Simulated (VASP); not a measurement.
Here is a VASP 6.6.1 calculation.

INCAR

```
PREC     = Accurate       # precision mode
ENCUT    = 600            # plane-wave cutoff, eV
EDIFF    = 1E-6           # SCF threshold, eV
ISMEAR   = -1             # smearing method
SIGMA    = 0.05           # smearing width, eV
LREAL    = False          # projectors in reciprocal space
LASPH    = True           # aspherical terms in the spheres
NELM     = 100            # most SCF steps
ALGO     = Normal         # electronic algorithm
ISIF     = 3              # what is computed and relaxed
LWAVE    = False          # write WAVECAR
LCHARG   = False          # write CHGCAR
GGA      = PE             # functional
IVDW     = 13             # dispersion correction
IBRION   = 2              # ionic algorithm
NSW      = 40             # ionic steps
EDIFFG   = -0.02          # ionic threshold
KPAR     = 4
```

The input KPOINTS:

```
Automatic mesh
0
Gamma
  7 7 5
```

POSCAR

```
HPbNO4
1.0
    4.2040700000      0.0000000000      0.0000000000
    2.0217200000      3.8395200000      0.0000000000
    2.0468600000      1.2790000000      6.2813200000
H Pb N O
1 1 1 4
Direct
    0.8914500000      0.6820200000      0.6279600000
    0.1442600000      0.9287200000      0.8835200000
    0.2567000000      0.2886100000      0.3017100000
    0.8310800000      0.6505600000      0.7840500000
    0.3869400000      0.2238000000      0.1129500000
    0.3110400000      0.0357600000      0.4585600000
    0.0772600000      0.6063300000      0.3227500000
```

Potentials or basis: VASP PAW PBE potentials, release 64 (H, Pb_d, N, O).

Run with:

```sh
$ cat potpaw_PBE.64/H/POTCAR potpaw_PBE.64/Pb_d/POTCAR potpaw_PBE.64/N/POTCAR potpaw_PBE.64/O/POTCAR > POTCAR
$ mpirun -np 4 vasp_std > vasp.out
```

(1) Predict the relaxed cell.

(2) Estimate the band gap on the k mesh.

(3) What does it give for the space group after relaxing (to 0.05 Å)?

(4) What does it give for the relaxed volume?

Results:

(1) a = 4.137 Å, b = 4.257 Å, c = 6.673 Å, α = 72.73°, β = 72.33°, γ = 62.15°.

(2) 2.65 eV, indirect (least direct gap 2.68 eV).

(3) P1 (No. 1).

(4) 13.90 Å³/atom.

Caveat: the standard files for N, O and F lose accuracy on very short bonds; spin-orbit coupling is left out, which as a rule narrows the gap of such compounds by several tenths of an eV; an odd mesh through Γ misses points on the zone boundary, where band edges often lie.
